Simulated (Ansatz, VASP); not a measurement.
# Cross-check of WS2 (Tungstenite) between VASP and Ansatz

Aim: how closely do two programs agree when they are given the same cell, functional and k mesh? The cell is taken from a series of runs on this material, whose earlier steps may have relaxed, scaled, displaced or heated it; both programs get it as it stands.

Method: plane waves, with VASP 6.6.1 beside it; relaxation of cell and atoms at PBE, in Ansatz 0.2.0.

### Step 1. The structure

Symmetry: P6_3/mmc, No. 194, hexagonal system. Conventional cell: a = 3.188 Å, b = 3.188 Å, c = 14.830 Å, α = 90.00°, β = 90.00°, γ = 120.00°. Nearest to W lie 6 S at 2.42 Å. Nearest to S lie 3 W at 2.42 Å. Farther neighbours and most contacts between anions are not listed.

### Step 2. Ansatz: relaxation of cell and atoms, PBE

Ansatz runs on its default PAW (the set named soft_2) files.

The relaxed volume is the usual yardstick between codes: in a stiff, nearly cubic crystal its relative difference is about their pressure difference at one cell divided by the bulk modulus.

File input.yaml:

```yaml
crystal:
  lattice:
    - [3.1878313964, 0.0, 0.0]
    - [-1.5939156982, 2.7607429723, 0.0]
    - [0.0, 0.0, 14.8301661936]
  atoms:
    - { symbol: W, position: [0.3333333333, 0.6666666667, 0.25] }
    - { symbol: W, position: [0.6666666667, 0.3333333333, 0.75] }
    - { symbol: S, position: [0.3333333333, 0.6666666667, 0.6440595588] }
    - { symbol: S, position: [0.6666666667, 0.3333333333, 0.1440595588] }
    - { symbol: S, position: [0.3333333333, 0.6666666667, 0.8559404412] }
    - { symbol: S, position: [0.6666666667, 0.3333333333, 0.3559404412] }
kpoints:
  mp_grid: { grid: [9, 9, 2] }
hamiltonian:
  xc: pbe
scf:
  occupations: { method: gaussian, width: 0.02 }
output:
  forces: true
  stress: true
  eigenvalues: true
relax:
  adjacent_minimum: "off"
  f_tol: 0.005
  max_steps: 80
  cell: { stress_tol: 0.05 }
```

The run is started by

```
$ ansatz run input.yaml --threads 4 --pin off --max-ram 14336MiB --backend cpu --events-out ev --progress --plain --runs-dir out
```

Numbers of over 12 decimals in the logs are rounded to 6 here.

Output:

```text
Engine: ansatz 0.2.0, aarch64-unknown-linux-gnu
Pseudopotentials: kind: paw
Pseudopotential: W, paw, valence charge 14, recommended cutoff 420 eV (normal), W.paw.azcp
Pseudopotential: S, paw, valence charge 6, recommended cutoff 420 eV (normal), S.paw.azcp
Functional definition: PBE
  parameter kappa = 0.804
  parameter beta = 0.066725
  exchange = pbe_x(kappa = kappa, mu = beta*pi^2/3)
  correlation = pbe_c(beta = beta)
Crystal: 6 atoms, lattice volume = 130.517 Å³
Basis set: ecut = 420 eV, 2581 PW (Γ), exchange–correlation on 48×48×200 points (8 copies of the dense FFT grid, shifted against one another)
Bands: 32, of which v1, the nominal top of the filled ones, is band 26 counted from 1 (25 counted from 0)
Symmetry: 24 space group operations
Space group: P63/mmc (ITA 194), of the structure as read, at distance tolerance 5.1e-5 Å
k-points: 24 of 162
Non-local potential: W, projectors of the file, l = 0: 3, l = 1: 2, l = 2: 2, l = 3: 1
Non-local potential: S, projectors of the file, l = 0: 2, l = 1: 2, l = 2: 2
PAW form: soft (Blöchl's): semilocal exchange-correlation on the pseudo side does not see the compensation charge
PAW one-centre angular grid: W, 590 points (default); XC on 64 Gauss nodes
PAW one-centre angular grid: S, 110 points (default); XC on 64 Gauss nodes
Initial density: superposition of atomic densities (neutral atoms: chi_scale 0, normalization atom), corrected by the library's trained network
Initial wavefunctions: pseudopotential atomic-orbital guess
Functional: x = pbe(κ = 0.804, μ = 0.219515), c = pbe(β = 0.066725)
SCF iter   1: F=—  HF=-24382.877702 eV  |F-HF|=—  |Δ(HF+E_count)|=         —  Δρ=5.30e-3  dr2=5.31e-2  ethr=1.77e-3  ⟨swp⟩=7.4  Hψ=3724  notcnv=0
preconditioner: auto → Resta (q_TF=auto, 2.340 Å⁻¹)  ε∞=6.6  [insulator: Δε(μ)=1.570 eV  Ē_g=8.268 eV  σ=0.020 eV  W_gap=1.00  n_scr=28 (ndim 8)  ℏωp=19.5 eV  f_vac=0.186  D(μ)=0.00/eV (n_scr^D=0)  ε∞_Penn≈6.6]
SCF iter   2: F=—  HF=-24382.878411 eV  |F-HF|=—  |Δ(HF+E_count)|=   7.10e-4  Δρ=2.70e-3  dr2=5.00e-3  ethr=1.02e-4  ⟨swp⟩=2.3  Hψ=1283  notcnv=0  defer=40
SCF iter   3: F=—  HF=-24382.881458 eV  |F-HF|=—  |Δ(HF+E_count)|=   3.05e-3  Δρ=1.34e-3  dr2=1.67e-3  ethr=9.61e-6  ⟨swp⟩=2.2  Hψ=1172  notcnv=0  defer=40
SCF iter   4: F=—  HF=-24382.882689 eV  |F-HF|=—  |Δ(HF+E_count)|=   1.23e-3  Δρ=1.62e-4  dr2=7.56e-5  ethr=3.21e-6  ⟨swp⟩=2.0  Hψ=1138  notcnv=0  defer=40
SCF iter   5: F=—  HF=-24382.882614 eV  |F-HF|=—  |Δ(HF+E_count)|=   7.49e-5  Δρ=5.64e-5  dr2=1.33e-5  ethr=1.45e-7  ⟨swp⟩=2.0  Hψ=1150  notcnv=0  defer=40
SCF iter   6: F=—  HF=-24382.882617 eV  |F-HF|=—  |Δ(HF+E_count)|=   3.08e-6  Δρ=1.98e-5  dr2=8.76e-7  ethr=2.57e-8  ⟨swp⟩=2.0  Hψ=1059  notcnv=0  defer=40
SCF iter   7: F=-24382.882618 eV  HF=-24382.882618 eV  |F-HF|=4.11e-8  |Δ(HF+E_count)|=   1.02e-6  Δρ=4.42e-6  dr2=4.21e-8  ethr=1.92e-10  ⟨swp⟩=10.9  Hψ=3925  notcnv=0
SCF 1 converged in 7 iterations: F = -24382.882618 eV  dr2 = 4.21e-8
  greatest PAW one-centre occupation: 1.000 electrons in one spin orbital (limit 2), on the W atom at site 1 (counted from 0), in its partial waves of l = 0
relax step   1: F+E_penalty+E_count = -24382.88261785 eV  Δ(F+E_penalty+E_count) = +0.000e0 eV  max|allowed force component| = 5.235e-4 eV/Å  Δτ_max = 0.0000 Å  P = -0.005 GPa  Ω = 130.517 Å³  (7 SCF iters, dr2 threshold 1.00e-7 eV, accepted)
Initial density: handed on by an earlier stage of this run
Initial wavefunctions: pseudopotential atomic-orbital guess (no wavefunctions were taken with the density)
iter 1 solved again at ethr=4.64e-7 eV; its pass at ethr=3.10e-3 eV (dr2=2.41e-4 eV) is discarded
SCF iter   1: F=—  HF=-24382.882712 eV  |F-HF|=—  |Δ(HF+E_count)|=         —  Δρ=4.56e-6  dr2=4.63e-8  ethr=4.64e-7  ⟨swp⟩=4.0  Hψ=5919  notcnv=0
eigensolver tolerance schedule: the retry pair's looser diagonalisation over-reported the residual by 5210.52 of it (diagonalisation noise at 3.54 of the residual, at the tolerance the schedule requests for it); recorded, not acted on — ethr = c·dr2/N_el stays at c = 1.0e-1
preconditioner: auto → Resta (q_TF=auto, 2.340 Å⁻¹)  ε∞=6.5  [insulator: Δε(μ)=1.624 eV  Ē_g=8.300 eV  σ=0.020 eV  W_gap=1.00  n_scr=28 (ndim 8)  ℏωp=19.5 eV  f_vac=0.183  D(μ)=0.00/eV (n_scr^D=0)  ε∞_Penn≈6.5]
SCF iter   2: F=—  HF=-24382.882618 eV  |F-HF|=—  |Δ(HF+E_count)|=   9.37e-5  Δρ=2.82e-6  dr2=1.25e-8  ethr=8.90e-11  ⟨swp⟩=3.8  Hψ=1961  notcnv=0
SCF iter   3: F=—  HF=-24382.882618 eV  |F-HF|=—  |Δ(HF+E_count)|=   2.54e-8  Δρ=1.46e-6  dr2=5.94e-9  ethr=2.41e-11  ⟨swp⟩=2.0  Hψ=1162  notcnv=0
SCF iter   4: F=—  HF=-24382.882618 eV  |F-HF|=—  |Δ(HF+E_count)|=   5.94e-9  Δρ=4.71e-7  dr2=4.96e-10  ethr=1.14e-11  ⟨swp⟩=2.0  Hψ=1105  notcnv=0
SCF iter   5: F=-24382.882618 eV  HF=-24382.882618 eV  |F-HF|=7.28e-12  |Δ(HF+E_count)|=   1.00e-9  Δρ=1.26e-7  dr2=5.70e-11  ethr=1.00e-12  ⟨swp⟩=4.2  Hψ=3553  notcnv=0
SCF 2 converged in 5 iterations: F = -24382.882618 eV  dr2 = 5.70e-11
relax step   2: F+E_penalty+E_count = -24382.88261787 eV  Δ(F+E_penalty+E_count) = -2.005e-8 eV  max|allowed force component| = 5.264e-4 eV/Å  Δτ_max = 0.0000 Å  P = -0.005 GPa  Ω = 130.517 Å³  stress off target by 9.63e-3 GPa  SCF on the basis re-selected at this cell (its energy is not comparable with the rows above)  (5 SCF iters)
basis re-selected at this cell: Δ(F+E_penalty+E_count) = -2.005e-8 eV, ΔP = -0.000 GPa vs the last step (what re-selecting the basis moved, of the pressure what is left beyond the Pulay correction that the steps carried, after the strain that the cell walked since its last selection, with what the two solves' SCF thresholds leave and, on support functions, any second-order correction that the steps lacked; it is no m [...]
SCF converged after 5 iterations
Free energy (F): -24382.882618 eV
Harris-Foulkes:  -24382.882618 eV  (|F-HF|=7.28e-12)
Internal energy: -24382.882618 eV  (E = F + TS)
E sigma→0 (E₀):  -24382.882618 eV
Fermi energy:    8.992106 eV
--- Per-component energies (eV) ---
  E_band       = -531.542193
  E_kinetic    = 1329.980407
  E_local      = -5385.336909  (includes V_loc(G=0)·N_el)
  E_nonlocal   = 114.493482
  E_hartree    = 2253.999021
  E_xc         = -923.277893
  E_vxc        = -828.636136  (∫ρ·V_xc dr)
  E_paw        = -19526.112555  (= ΣΔE_a)
  E_vpaw       = -270.040456  (= ΣTr[D̂ρ^β])
  E_aug_tail   = -0.000121  (compensation charges beyond the density's cutoff)
  E_ewald      = -2246.628052
  E_smearing   = -0.000000  (= −TS)
  E_closure    = 0.000000  (closes the sum)
  Σ components = -24382.882618   (vs F -24382.882618, Δ=0.00e0)
--- Forces (eV/Å), atoms counted from 1 ---
  atom   1  W      0.00000000     0.00000000     0.00000000
  atom   2  W      0.00000000    -0.00000000     0.00000000
  atom   3  S     -0.00000000     0.00000000     0.00052642
  atom   4  S      0.00000000    -0.00000000     0.00052642
  atom   5  S     -0.00000000     0.00000000    -0.00052642
  atom   6  S      0.00000000    -0.00000000    -0.00052642
  max |Σ_I F_I| component: 1.39e-17 eV/Å
--- Stress (GPa, compression-positive) ---
       -0.009633       0.000000       0.000000
        0.000000      -0.009633      -0.000000
        0.000000      -0.000000       0.003625
  P = ⅓ Tr σ = -0.0052 GPa (-0.052 kbar)
--- Band table (eV; the first three rows and the last of 24) ---
  k-point 0: bands = [... 22 lower, 6.3820, 6.3820, 7.7600, 8.1806, 10.8684, 10.8684, 10.8693, 10.8693, ... 2 higher]
  k-point 1: bands = [... 22 lower, 6.3808, 6.3808, 7.9996, 7.9996, 10.8688, 10.8688, 10.8688, 10.8688, ... 2 higher]
  k-point 2: bands = [... 22 lower, 6.5197, 6.7697, 7.7001, 7.9913, 10.5080, 10.7141, 10.7156, 10.7774, ... 2 higher]
  k-point 23: bands = [... 22 lower, 5.6335, 5.6335, 7.9956, 7.9956, 9.8041, 9.8041, 11.3292, 11.3292, ... 2 higher]
--- Relaxed structure (1 steps of the walk, 1 accepted, 1 SCFs on fresh bases) ---
  F+E_penalty+E_count = -24382.88261787 eV   max|allowed force component| = 5.264e-4 eV/Å   (the final SCF, on the basis selected at the relaxed cell)
  cell:  # Å, volume = 130.5171 Å³
    - [3.187831, 0.0, 0.0]
    - [-1.593916, 2.760743, 0.0]
    - [0.0, 0.0, 14.8301661936]
  atoms:
    - { symbol: W, position: [0.333333, 0.666667, 0.25] }
    - { symbol: W, position: [0.666667, 0.333333, 0.750000] }
    - { symbol: S, position: [0.333333, 0.666667, 0.6440595588] }
    - { symbol: S, position: [0.666667, 0.333333, 0.144060] }
    - { symbol: S, position: [0.333333, 0.666667, 0.855940] }
    - { symbol: S, position: [0.666667, 0.333333, 0.355940] }
```

Reading the cycles: dr2 is the Hartree energy of the density residual (eV), the measure of convergence; HF is the Harris–Foulkes estimate of the energy, which meets the free energy F at convergence.

### Step 3. VASP: relaxation of cell and atoms, PBE

The same cell, functional, mesh and smearing now go to VASP, with its own data sets.

Lines of VASP's logs that name or quote its potential files are left out, and so is its time.

File INCAR:

```
SYSTEM = WS2
PREC = Accurate
ENCUT = 600
EDIFF = 1E-07
NELM = 120
ISMEAR = 0
SIGMA = 0.02
LREAL = .FALSE.
ALGO = Normal
GGA = PE
NBANDS = 24
LASPH = .TRUE.
LORBIT = 11
LWAVE = .FALSE.
LCHARG = .FALSE.
ISIF = 3
IBRION = 2
NSW = 80
EDIFFG = -0.005
GGA_COMPAT = .FALSE.
NELMIN = 4
EFERMI = MIDGAP
KPAR = 2
```

File POSCAR:

```
WS2
1.0
    3.1878310000      0.0000000000      0.0000000000
   -1.5939160000      2.7607430000      0.0000000000
    0.0000000000      0.0000000000     14.8301660000
W S
2 4
Direct
    0.3333333775      0.6666665459      0.2500000337
    0.6666669362      0.3333334541      0.7500000337
    0.3333333775      0.6666665459      0.6440595473
    0.6666669362      0.3333334541      0.1440595473
    0.3333333775      0.6666665459      0.8559404527
    0.6666669362      0.3333334541      0.3559404527
```

File KPOINTS:

```
Automatic mesh
0
Gamma
9 9 2
0 0 0
```

PAW data sets: W and S (PBE family, release 64).

The run is started by

```
$ mpirun -np 2 vasp_std
```

Output:

```text
[banner, memory and clock lines left out]
running    2 mpi-ranks, on    1 nodes
 distrk:  each k-point on    1 cores,    2 groups
 distr:  one band on    1 cores,    1 groups

 POSCAR found type information on POSCAR W S
 POSCAR found :  2 types and       6 ions
 LDA part: xc-table for (Slater+PW92), standard interpolation
 POSCAR, INCAR and KPOINTS ok, starting setup
 FFT: planning ... GRIDC
 FFT: planning ... GRID_SOFT
 FFT: planning ... GRID
 WAVECAR not read
 entering main loop
       N       E                     dE             d eps       ncg     rms          rms(c)
DAV:   1     0.223995098877E+03    0.22400E+03   -0.17134E+04  1152   0.146E+03
DAV:   2    -0.309640166047E+02   -0.25496E+03   -0.24710E+03  1608   0.293E+02
DAV:   3    -0.499987134535E+02   -0.19035E+02   -0.18906E+02  1560   0.776E+01
DAV:   4    -0.504197342804E+02   -0.42102E+00   -0.42018E+00  1528   0.128E+01
DAV:   5    -0.504319931691E+02   -0.12259E-01   -0.12252E-01  1608   0.201E+00    0.382E+01
DAV:   6    -0.478927131020E+02    0.25393E+01   -0.12283E+01  1696   0.172E+01    0.172E+01
DAV:   7    -0.475877424268E+02    0.30497E+00   -0.33076E+00  1576   0.105E+01    0.875E+00
DAV:   8    -0.474674767493E+02    0.12027E+00   -0.42212E-01  1584   0.406E+00    0.124E+00
DAV:   9    -0.474625966644E+02    0.48801E-02   -0.63098E-02  1616   0.134E+00    0.486E-01
DAV:  10    -0.474615356630E+02    0.10610E-02   -0.13082E-02  1600   0.662E-01    0.373E-01
DAV:  11    -0.474617150850E+02   -0.17942E-03   -0.18533E-03  1624   0.266E-01    0.109E-01
DAV:  12    -0.474617586754E+02   -0.43590E-04   -0.60896E-04  1568   0.154E-01    0.569E-02
DAV:  13    -0.474617746873E+02   -0.16012E-04   -0.50066E-05  1584   0.466E-02    0.207E-02
DAV:  14    -0.474617758543E+02   -0.11670E-05   -0.38070E-06  1408   0.124E-02    0.390E-03
DAV:  15    -0.474617761074E+02   -0.25307E-06   -0.58997E-07  1496   0.509E-03    0.395E-03
DAV:  16    -0.474617762341E+02   -0.12674E-06   -0.62745E-08   936   0.137E-03    0.249E-03
DAV:  17    -0.474617763322E+02   -0.98113E-07   -0.60788E-08   984   0.180E-03
   1 F= -.47461776E+02 E0= -.47461776E+02  d E =-.474618E+02
[...]
2 F= -.47458146E+02 E0= -.47458146E+02  d E =0.363001E-02
[...]
3 F= -.47462758E+02 E0= -.47462758E+02  d E =-.981797E-03
[...]
4 F= -.47462758E+02 E0= -.47462758E+02  d E =-.981760E-03
 curvature:  -0.16 expect dE=-0.271E-04 dE for cont linesearch -0.324E-07
 ZBRENT: accuracy reached
 trial: gam= 0.02240 g(F)=  0.431E-04 g(S)=  0.129E-03 ort = 0.354E-04 (trialstep = 0.862E+00)
 search vector abs. value=  0.177E-03
 bond charge predicted
       N       E                     dE             d eps       ncg     rms          rms(c)
DAV:   1    -0.474629788082E+02   -0.22069E-03   -0.69714E-03  1160   0.457E-01    0.692E-02
DAV:   2    -0.474628578434E+02    0.12096E-03   -0.48264E-04  1480   0.131E-01    0.472E-02
DAV:   3    -0.474628407603E+02    0.17083E-04   -0.68714E-05  1448   0.518E-02    0.182E-02
DAV:   4    -0.474628292632E+02    0.11497E-04   -0.24573E-05  1488   0.244E-02    0.110E-02
DAV:   5    -0.474628280101E+02    0.12531E-05   -0.28425E-06  1520   0.906E-03    0.804E-03
DAV:   6    -0.474628276536E+02    0.35650E-06   -0.17463E-06  1384   0.739E-03    0.220E-03
DAV:   7    -0.474628276524E+02    0.11928E-08   -0.32189E-07  1224   0.291E-03
   5 F= -.47462828E+02 E0= -.47462828E+02  d E =-.695604E-04
 trial-energy change:   -0.000070  1 .order   -0.000070   -0.000149    0.000009
 step:   0.8125(harm=  0.8134)  dis= 0.00053  next Energy=   -47.462828 (dE=-0.698E-04)
 reached required accuracy - stopping structural energy minimisation
```

[end of part 1 of 2]

[Lines on the potential files, build, host, timing and source positions are cut from VASP's logs without a mark.]

[Logs are printed without paths, hosts, clocks, repeated set-up lines and the standing remarks that a program may print on its own settings, such as how far it seeks lower states.]

[Hosts, paths, dates, database ids (printed as entryN), source tags and the programs' standing remarks are cut or masked in the printed files.]
